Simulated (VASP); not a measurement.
Input of a VASP 6.6.1 run:

File INCAR:

```
PREC = Accurate ; ENCUT = 520
EDIFF = 1E-7 ; ISMEAR = 0
SIGMA = 0.05 ; LREAL = False
LASPH = True ; NELM = 150
ALGO = Normal ; ISIF = 2
LWAVE = False ; LCHARG = False
ISPIN = 2 ; MAGMOM = 4 0
LORBIT = 11 ; LMAXMIX = 6
LDAU = True ; LDAUTYPE = 2
LDAUL = 3 -1 ; LDAUU = 3 0
LDAUJ = 0 0 ; LDAUPRINT = 1
GGA = CA
```

KPOINTS

```
regular mesh
0
Gamma
  5 5 5
```

POSCAR

```
PmTe
1.0
    3.7629149800      0.0000000000      0.0000000000
    0.0000000000      3.7629149800      0.0000000000
    0.0000000000      0.0000000000      3.7629149800
Pm Te
1 1
Direct
    0.0000000000      0.0000000000      0.0000000000
    0.5000000000      0.5000000000      0.5000000000
```

Potentials or basis: VASP PAW PBE potentials, release 64 (Pm, Te).

Run with:

```console
$ cat potpaw_PBE.64/Pm/POTCAR potpaw_PBE.64/Te/POTCAR > POTCAR
$ mpirun -np 1 vasp_std > vasp.out
```

Problem. Predict the pressure.

Solution. 4.0 GPa.

Problem. Estimate the site moments.

Solution. Pm +4.58; Te -0.05 μB.

Problem. Predict the net moment.

Solution. 4.87 μB per cell.

Eigenvalues of the final occupation matrices:
```tsv
site	spin	trace	eigenvalues
site 1 f	1	4.50	0.03 0.54 0.54 0.54 0.95 0.95 0.95
site 1 f	2	0.02	0.00 0.00 0.00 0.00 0.00 0.00 0.01
```

Caveat: the magnetic or orbital state may not be the lowest; the bands computed are all filled at some k points, so no gap is given; the PAW data sets were made with another functional, which shifts forces and pressure a little; spin-orbit coupling is left out, which moves the levels of the heavy elements; the U is typed as a test and isn't derived for this compound. The state reached can hang on the start; a lower one may exist.
